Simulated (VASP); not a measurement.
Consider the following.

```
Mo
1.0
   -1.53210     1.53210     1.53210
    1.53210    -1.53210     1.53210
    1.53210     1.53210    -1.53210
Mo
1
Direct
  0.00000   0.00000   0.00000
```

These are PBE GGA, VASP's PBE PAW potentials (set 64) (plane waves; VASP) values and carry that method's errors. Run with 500 eV cut-off, 17×17×17 Γ-centred mesh, first-order Methfessel-Paxton smearing of 0.10 eV, potentials Mo_sv.

Q: The ions, cell shape and volume at an external pressure of 30.0 GPa are relaxed. Give the cell that the relaxation ends in.

A: 
```
Mo
1.0
   -1.53268     1.53268     1.53268
    1.53268    -1.53268     1.53268
    1.53268     1.53268    -1.53268
Mo
1
Direct
  0.00000   0.00000   0.00000
```
Space group Im-3m (229), at a tolerance of 0.03 Å.

Q: How do energy and volume change from the first to the last step?

A: The energy (σ→0) changes by -3.1 meV/atom and the volume by +0.1 %, in 3 ionic steps.

```json
[
 {"step": "1", "E(σ→0) (eV)": "-10.8117", "max force (eV/Å)": "0.000", "pressure (GPa)": "30.45", "volume (Å³)": "14.39"},
 {"step": "2", "E(σ→0) (eV)": "-10.8271", "max force (eV/Å)": "0.000", "pressure (GPa)": "28.22", "volume (Å³)": "14.47"},
 {"step": "3", "E(σ→0) (eV)": "-10.8147", "max force (eV/Å)": "0.000", "pressure (GPa)": "30.00", "volume (Å³)": "14.40"}
]
```

The compound is Mo in the bcc structure. This run relaxes it under an external pressure of 30 GPa. Symmetry was kept, so distortions that lower it aren't found.
